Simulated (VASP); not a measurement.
Data:

```
Ti
1.0
    1.50450    -2.60587     0.00000
    1.50450     2.60587     0.00000
    0.00000     0.00000     4.77360
Ti
2
Direct
  0.33333   0.66667   0.25000
  0.66667   0.33333   0.75000
```

Calculation: PBE GGA, VASP's PBE PAW potentials (set 64) (plane waves; VASP 6.6.1). Settings: 400 eV cut-off, 4×4×2 Γ-centred mesh, first-order Methfessel-Paxton smearing of 0.10 eV, potentials Ti_sv.

Gaps are read on the run's mesh, which can miss a band edge.

Task: What does the run give for the energy per atom (σ→0), pressure, band gap (on the k-mesh) with the smallest direct gap where there is one?

Result: 
```yaml
band gap (on the k-mesh): none (metal, semimetal or under 0.01 eV)
energy per atom (σ→0): -749.3 kJ/mol of atoms
pressure: -7.91 GPa
```

Total energies compare only between runs with the same potentials, cut-off and functional.

The compound is Ti in the hcp structure. The cell was not relaxed at this level. The k-mesh is coarse (spacing up to 0.66 per Å, 2π included), so the numbers may not be converged in it. The run is one of a series of settings (KPOINTS 4×4×2 Γ-centred mesh against the base run), some of them coarse on purpose.
